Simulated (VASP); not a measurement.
Input for VASP

**INCAR**
```
ALGO = Normal
EDIFF = 1E-6
EDIFFG = -0.02
ENCUT = 500
GGA = PS
IBRION = 2
ISIF = 3
ISMEAR = 0
LASPH = .TRUE.
LCHARG = .FALSE.
LMAXMIX = 4
LREAL = .FALSE.
LWAVE = .FALSE.
NELM = 100
NSW = 40
PREC = Accurate
PSTRESS = 50
SIGMA = 0.05
SYSTEM = CsBr
```

### KPOINTS
```
Regular mesh
0
G
  6 6 6
0 0 0
```

### POSCAR
```
CsBr
1
    4.2481745737     0.0000000000     0.0000000000
    0.0000000000     4.2481745737     0.0000000000
    0.0000000000     0.0000000000     4.2481745737
Cs Br
1 1
Direct
  0.0000000000   0.0000000000   0.0000000000
  0.5000000000   0.5000000000   0.5000000000
```

POTCAR, in this order: Cs_sv Br (PBE.64 set). Program: vasp_std.

Q: Translate this PBEsol calculation to Quantum ESPRESSO's pw.x.

A: One equivalent input (not run):
```
&CONTROL
  calculation = 'vc-relax'
  pseudo_dir = './pseudo'
  outdir = './out'
  tprnfor = .true.
  tstress = .true.
  nstep = 40
  forc_conv_thr = 0.00078
/
&SYSTEM
  ibrav = 0
  nat = 2
  ntyp = 2
  ecutwfc = 50
  occupations = 'smearing'
  smearing = 'gaussian'
  degauss = 0.003675
  input_dft = 'pbesol'
/
&ELECTRONS
  conv_thr = 7.3e-08
  electron_maxstep = 100
/
&IONS
/
&CELL
  press = 50
/
ATOMIC_SPECIES
  Cs 132.905 Cs.upf
  Br 79.904 Br.upf
CELL_PARAMETERS angstrom
     4.2481746    0.0000000    0.0000000
     0.0000000    4.2481746    0.0000000
     0.0000000    0.0000000    4.2481746
ATOMIC_POSITIONS crystal
  Cs   0.0000000  0.0000000  0.0000000
  Br   0.5000000  0.5000000  0.5000000
K_POINTS automatic
  6 6 6 0 0 0
```
The two are equivalent in intent, not identical: the potentials are each code's own (VASP's PAW set, PseudoDojo norm-conserving files in pw.x), so ENCUT and ecutwfc are chosen apart and not converted; conv_thr bounds pw.x's estimated SCF error, while EDIFF bounds the energy change between steps; forc_conv_thr acts on force components and is met together with etot_conv_thr.

The compound is CsBr in the CsCl type structure. This run relaxes it under an external pressure of 5 GPa. Symmetry was kept, so distortions that lower it aren't found.
